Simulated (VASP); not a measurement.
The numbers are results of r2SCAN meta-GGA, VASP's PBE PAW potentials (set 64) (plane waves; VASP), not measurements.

Input for VASP

INCAR:
```
# general
SYSTEM   =  CeO2
PREC     =  Accurate
ENCUT    =  520
LREAL    =  .False.   # projection in real space or not
LASPH    =  .True.   # aspherical one-centre terms
NBANDS   =  48

# electronic loop
EDIFF    =  1E-7
NELM     =  100   # most electronic steps
ALGO     =  Normal
LMAXMIX  =  6   # l cut-off of mixed one-centre charges
LMIXTAU  =  .True.

# smearing
ISMEAR   =  0
SIGMA    =  0.01   # width (eV)

# functional
METAGGA  =  R2SCAN

# output
LWAVE    =  .False.
LCHARG   =  .False.
NEDOS    =  1001   # DOS grid

# other
LOPTICS  =  .True.
LPEAD    =  .True.
CSHIFT   =  0.1
```

File KPOINTS:
```
Regular mesh
0
G
13 13 1
0 0 0
```

POSCAR:
```
CeO2
1
    3.4000775995     0.0000000000    -0.0000000000
   -1.7000387998     2.9445540507     0.0000000000
    0.0000000000     0.0000000000    15.3212815539
Ce O
1 2
Direct
  0.6666670000   0.3333330000   0.5000000000
  0.3333330000   0.6666670000   0.4225328907
  0.3333330000   0.6666670000   0.5774671093
```

POTCAR, in this order: Ce O (PBE.64 set). Program: vasp_std.

Output of the run:

OUTCAR:
```
 ion  position               nearest neighbor table
   1  0.667  0.333  0.500-   2 2.29   3 2.29   2 2.29   3 2.29   2 2.29   3 2.29
   2  0.333  0.667  0.423-   1 2.29   1 2.29   1 2.29
   3  0.333  0.667  0.577-   1 2.29   1 2.29   1 2.29
  LATTYP: Found a hexagonal cell.
 ALAT       =     3.4000775995
 C/A-ratio  =     4.5061564348
 Subroutine PRICEL returns:
 Original cell was already a primitive cell.
 Subroutine GETGRP returns: Found 12 space group operations
The static configuration has the point symmetry D_3h.
The dynamic configuration has the point symmetry D_3h.
 Subroutine INISYM returns: Found 12 space group operations
 Subroutine IBZKPT returns following result:
 Found     21 irreducible k-points:

 Following reciprocal coordinates:
            Coordinates               Weight
  0.000000  0.000000  0.000000      1.000000
  0.076923 -0.000000  0.000000      6.000000
  0.153846  0.000000  0.000000      6.000000
  0.230769 -0.000000  0.000000      6.000000
  0.307692  0.000000  0.000000      6.000000
  0.384615  0.000000  0.000000      6.000000
  0.461538  0.000000  0.000000      6.000000
  0.076923  0.076923  0.000000      6.000000
  0.153846  0.076923  0.000000     12.000000
  0.230769  0.076923  0.000000     12.000000
  0.307692  0.076923  0.000000     12.000000
  0.384615  0.076923  0.000000     12.000000
  0.461538  0.076923  0.000000      6.000000
  0.153846  0.153846  0.000000      6.000000
  0.230769  0.153846  0.000000     12.000000
  0.307692  0.153846  0.000000     12.000000
  0.384615  0.153846  0.000000     12.000000
  0.230769  0.230769  0.000000      6.000000
  0.307692  0.230769  0.000000     12.000000
  0.384615  0.230769  0.000000      6.000000
  0.307692  0.307692  0.000000      6.000000
 Subroutine IBZKPT_HF returns following result:
   k-points           NKPTS =     21   k-points in BZ     NKDIM =     21   number of bands    NBANDS=     48
   number of dos      NEDOS =   1001   number of ions     NIONS =      3
   total plane-waves  NPLWV =  94080
   dimension x,y,z NGX =    28 NGY =   28 NGZ =  120
   dimension x,y,z NGXF=    56 NGYF=   56 NGZF=  240
   ions per type =               1   2
   PREC   = accura    normal or accurate (medium, high low for compatibility)
   ISTART =      0    job   : 0-new  1-cont  2-samecut
   ICHARG =      2    charge: 1-file 2-atom 10-const
   ISPIN  =      1    spin polarized calculation?
   LNONCOLLINEAR =      F non collinear calculations
   LSORBIT =      F    spin-orbit coupling
   INIWAV =      1    electr: 0-lowe 1-rand  2-diag
   ENCUT  =  520.0 eV  38.22 Ry    6.18 a.u.   6.32  6.32 28.49*2*pi/ulx,y,z
   NELM   =    100;   NELMIN=  2; NELMDL= -5     # of ELM steps
   EDIFF  = 0.1E-06   stopping-criterion for ELM
   LREAL  =      F    real-space projection
   NLSPLINE    = F    spline interpolate recip. space projectors
   LMAXMIX     =    6 max onsite mixed and CHGCAR
   VOSKOWN=      0    Vosko Wilk Nusair interpolation
   EDIFFG = 0.1E-05   stopping-criterion for IOM
   NSW    =      0    number of steps for IOM
   NBLOCK =      1;   KBLOCK =      1    inner block; outer block
   IBRION =     -1    ionic relax: 0-MD 1-quasi-New 2-CG
   NFREE  =      0    steps in history (QN), initial steepest desc. (CG)
   ISIF   =      2    stress and relaxation
   ISYM   =      2    0-nonsym 1-usesym 2-fastsym
   TEIN   =    0.0    initial temperature
   TEBEG  =    0.0;   TEEND  =   0.0 temperature during run
   SMASS  =  -3.00    Nose mass-parameter (am)
   PSTRESS=    0.0 pullay stress
   NELECT =      24.0000    total number of electrons
   EFERMI =   0.00;   METHOD = LEGACY
   ISMEAR =     0;   SIGMA  =   0.01  broadening in eV -4-tet -1-fermi 0-gaus
   IALGO  =     38    algorithm
...
```

**OSZICAR**
```
       N       E                     dE             d eps       ncg     rms          rms(c)
DAV:   1     0.236011745846E+03    0.23601E+03   -0.84495E+03  2112   0.452E+02
DAV:   2    -0.223175880020E+02   -0.25833E+03   -0.21023E+03  2216   0.148E+02
DAV:   3    -0.640220237965E+02   -0.41704E+02   -0.40578E+02  2480   0.667E+01
DAV:   4    -0.655560383424E+02   -0.15340E+01   -0.15244E+01  2936   0.109E+01
DAV:   5    -0.656081900247E+02   -0.52152E-01   -0.51864E-01  3320   0.126E+00    0.308E+01
DAV:   6    -0.594640340403E+02    0.61442E+01   -0.33919E+01  3160   0.186E+01    0.243E+01
DAV:   7    -0.608878657579E+02   -0.14238E+01   -0.40029E+01  2816   0.541E+01    0.196E+01
DAV:   8    -0.543992792809E+02    0.64886E+01   -0.21383E+00  3128   0.702E+00    0.108E+01
DAV:   9    -0.548611611497E+02   -0.46188E+00   -0.19701E+00  3032   0.683E+00    0.551E+00
DAV:  10    -0.554813427777E+02   -0.62018E+00   -0.29363E-01  2896   0.296E+00    0.752E+00
DAV:  11    -0.541470701961E+02    0.13343E+01   -0.11876E-01  2576   0.187E+00    0.738E+00
DAV:  12    -0.531909407404E+02    0.95613E+00   -0.72553E-01  2672   0.531E+00    0.245E+00
DAV:  13    -0.527826385081E+02    0.40830E+00   -0.13330E-01  2800   0.225E+00    0.376E+00
DAV:  14    -0.514288716892E+02    0.13538E+01   -0.26668E-01  2480   0.250E+00    0.160E+00
DAV:  15    -0.513356940234E+02    0.93178E-01   -0.42354E-01  2416   0.349E+00    0.172E+00
DAV:  16    -0.513413279336E+02   -0.56339E-02   -0.81141E-02  2640   0.116E+00    0.232E+00
DAV:  17    -0.513070515683E+02    0.34276E-01   -0.13109E-02  2392   0.693E-01    0.159E+00
DAV:  18    -0.512658405264E+02    0.41211E-01   -0.25737E-02  2592   0.833E-01    0.832E-01
DAV:  19    -0.512626791070E+02    0.31614E-02   -0.11636E-02  2424   0.618E-01    0.155E+00
DAV:  20    -0.512598634638E+02    0.28156E-02   -0.13135E-02  2432   0.767E-01    0.515E-01
DAV:  21    -0.512656276603E+02   -0.57642E-02   -0.45492E-03  2624   0.374E-01    0.153E-01
DAV:  22    -0.512577238190E+02    0.79038E-02   -0.10481E-03  2376   0.168E-01    0.281E-01
DAV:  23    -0.512700528545E+02   -0.12329E-01   -0.40775E-03  2296   0.386E-01    0.216E-01
DAV:  24    -0.512685859438E+02    0.14669E-02   -0.13888E-03  2424   0.251E-01    0.388E-02
DAV:  25    -0.512708183368E+02   -0.22324E-02   -0.52818E-04  2488   0.123E-01    0.754E-02
DAV:  26    -0.512712353655E+02   -0.41703E-03   -0.10626E-03  2312   0.213E-01    0.189E-01
DAV:  27    -0.512719743119E+02   -0.73895E-03   -0.14878E-04  2704   0.497E-02    0.224E-01
DAV:  28    -0.512717619673E+02    0.21234E-03   -0.10440E-03  2192   0.192E-01    0.473E-02
DAV:  29    -0.512708968178E+02    0.86515E-03   -0.68616E-04  2120   0.108E-01    0.250E-02
DAV:  30    -0.512708275663E+02    0.69252E-04   -0.11463E-04  2744   0.581E-02    0.421E-02
DAV:  31    -0.512707942209E+02    0.33345E-04   -0.58425E-05  2104   0.351E-02    0.458E-02
DAV:  32    -0.512715134751E+02   -0.71925E-03   -0.28917E-04  2080   0.734E-02    0.447E-02
DAV:  33    -0.512716342320E+02   -0.12076E-03   -0.26377E-05  2216   0.254E-02    0.298E-02
DAV:  34    -0.512716239726E+02    0.10259E-04   -0.12790E-05  2064   0.167E-02    0.255E-02
DAV:  35    -0.512716822374E+02   -0.58265E-04   -0.38025E-05  2016   0.292E-02    0.159E-02
DAV:  36    -0.512718858836E+02   -0.20365E-03   -0.12672E-04  2016   0.527E-02    0.578E-03
DAV:  37    -0.512719869120E+02   -0.10103E-03   -0.50934E-05  2016   0.335E-02    0.979E-03
DAV:  38    -0.512720306256E+02   -0.43714E-04   -0.43208E-06  2320   0.101E-02    0.845E-03
DAV:  39    -0.512721228186E+02   -0.92193E-04   -0.41224E-05  2016   0.300E-02    0.970E-03
DAV:  40    -0.512721471976E+02   -0.24379E-04   -0.89805E-06  2016   0.143E-02    0.910E-03
DAV:  41    -0.512721948492E+02   -0.47652E-04   -0.10327E-05  2072   0.138E-02    0.636E-03
DAV:  42    -0.512721820080E+02    0.12841E-04   -0.20812E-06  2040   0.738E-03    0.406E-03
DAV:  43    -0.512721910965E+02   -0.90885E-05   -0.15480E-06  2200   0.655E-03    0.961E-04
DAV:  44    -0.512721956647E+02   -0.45682E-05   -0.76202E-07  2104   0.415E-03    0.975E-04
DAV:  45    -0.512721960700E+02   -0.40530E-06   -0.82999E-08  2120   0.139E-03    0.904E-04
DAV:  46    -0.512721962345E+02   -0.16455E-06   -0.49924E-08  1816   0.114E-03    0.141E-03
DAV:  47    -0.512721961631E+02    0.71400E-07   -0.34084E-08  1784   0.885E-04
   1 F= -.51272196E+02 E0= -.51272196E+02  d E =-.114592E-41
 imaginary and real dielectric function
```

File OUTCAR:
```
------------------------ aborting loop because EDIFF is reached ----------------------------------------
  FORCE on cell =-STRESS in cart. coord.  units (eV):
  Direction    XX          YY          ZZ          XY          YZ          ZX
  --------------------------------------------------------------------------------------
  Total       -0.0628593     -0.0628593     -0.1192321      0.0000000     -0.0000000      0.0000000
  in kB       -0.6565631     -0.6565633     -1.2453753      0.0000000     -0.0000000      0.0000000
  external PRESSURE =      -0.8528339 kB  Pullay stress =       0.0000000 kB
  volume of cell :      153.39
      direct lattice vectors                 reciprocal lattice vectors
     3.400077599  0.000000000  0.000000000     0.294110934  0.169805000  0.000000000
    -1.700038800  2.944554051  0.000000000     0.000000000  0.339610000  0.000000000
     0.000000000  0.000000000 15.321281554     0.000000000  0.000000000  0.065268692
 POSITION                                       TOTAL-FORCE (eV/Angst)
 -----------------------------------------------------------------------------------
      1.70004      0.98152      7.66064        -0.000000      0.000000      0.000000
     -0.00000      1.96304      6.47375         0.000000      0.000000     -0.000013
     -0.00000      1.96304      8.84754        -0.000000      0.000000      0.000013
 -----------------------------------------------------------------------------------
    total drift:                                0.002349     -0.001330      0.000000
  FREE ENERGIE OF THE ION-ELECTRON SYSTEM (eV)
  ---------------------------------------------------
  free  energy   TOTEN  =       -51.2721961631 eV

  energy  without entropy=      -51.2721961631  energy(sigma->0) =      -51.27219616

 plasma frequency squared (from intraband transitions) (eV^2)
  --------------------------------------------------------------------------------------
       0.000       0.000       0.000
       0.000       0.000       0.000
       0.000       0.000       0.000

 plasma frequency squared (from interband transitions, int dw w eps(2)(w)) (eV^2)
  --------------------------------------------------------------------------------------
     142.694       0.000      -0.000      -0.000      -0.000       0.000
      -0.000       0.000     142.694       0.000       0.000       0.000
      -0.000      -0.000       0.000      -0.000     134.484       0.000
```
(Selected blocks of OUTCAR.)

OUTCAR:
```
 val. band max:       -4.5423798646   @ k =   0.2308   0.2308   0.0000

 cond. band min:      -3.3485796003   @ k =   0.0000   0.0000   0.0000


 Fermi energy:        -4.4485413385

 k-point     1 :       0.0000    0.0000    0.0000
  band No.  band energies     occupation
      1     -38.9513      2.00000
      2     -23.5968      2.00000
      3     -21.6671      2.00000
      4     -20.2269      2.00000
      5     -20.2268      2.00000
      6     -17.6260      2.00000
      7      -7.7541      2.00000
      8      -6.9604      2.00000
      9      -6.9603      2.00000
     10      -6.5554      2.00000
     11      -6.5554      2.00000
     12      -4.9016      2.00000
     13      -3.3486      0.00000
     14      -2.5086      0.00000
     15      -2.3441      0.00000
     16      -2.3441      0.00000
     17      -2.0903      0.00000
     18      -2.0083      0.00000
     19      -2.0083      0.00000
     20       1.5866      0.00000
     21       2.5149      0.00000
     22       3.4509      0.00000
     23       3.4510      0.00000
     24       3.5468      0.00000
     25       3.7674      0.00000
     26       4.3381      0.00000
     27       4.3382      0.00000
     28       5.4097      0.00000
     29       5.7151      0.00000
     30       8.4916      0.00000
     31       8.9444      0.00000
     32      12.1577      0.00000
     33      13.9992      0.00000
     34      16.0502      0.00000
     35      16.5403      0.00000
     36      16.5403      0.00000
     37      17.6719      0.00000
     38      19.0384      0.00000
     39      19.0384      0.00000
     40      19.6371      0.00000
     41      19.7082      0.00000
     42      20.2458      0.00000
     43      20.2458      0.00000
     44      20.3654      0.00000
     45      20.7149      0.00000
     46      21.0372      0.00000
     47      21.0375      0.00000
     48      21.0601      0.00000

 k-point     2 :       0.0769   -0.0000    0.0000
  band No.  band energies     occupation
...
```

The cell holds a wide vacuum, so values per volume refer to the whole cell. The dielectric response may not be converged in the k-mesh; for small gaps it tends to come out too large.

The cell is a sheet with vacuum, built from a generated structure. The run is not spin-polarised, so no magnetic state was tried.
